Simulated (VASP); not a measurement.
Data:

```
Cu
1.0
    0.00000     1.78888     1.78888
    1.78888     0.00000     1.78888
    1.78888     1.78888     0.00000
Cu
1
Direct
  0.00000   0.00000   0.00000
```

Level of theory: PBE GGA with D4 dispersion, VASP's PBE PAW potentials (set 64) (plane waves; VASP 6.6.1). Run with 520 eV cut-off, 20×20×20 Γ-centred mesh, tetrahedra with Blöchl corrections, potentials Cu.

Question: What does the run give for the energy per atom (σ→0), band gap (on the k-mesh) with the smallest direct gap where there is one?

Answer: 
```yaml
band gap (on the k-mesh): none (metal, semimetal or under 0.01 eV)
energy per atom (σ→0): -4.293 eV/atom
```

Only differences to runs with the same potentials and settings are physical.

The compound is Cu in the fcc structure. It was relaxed first.
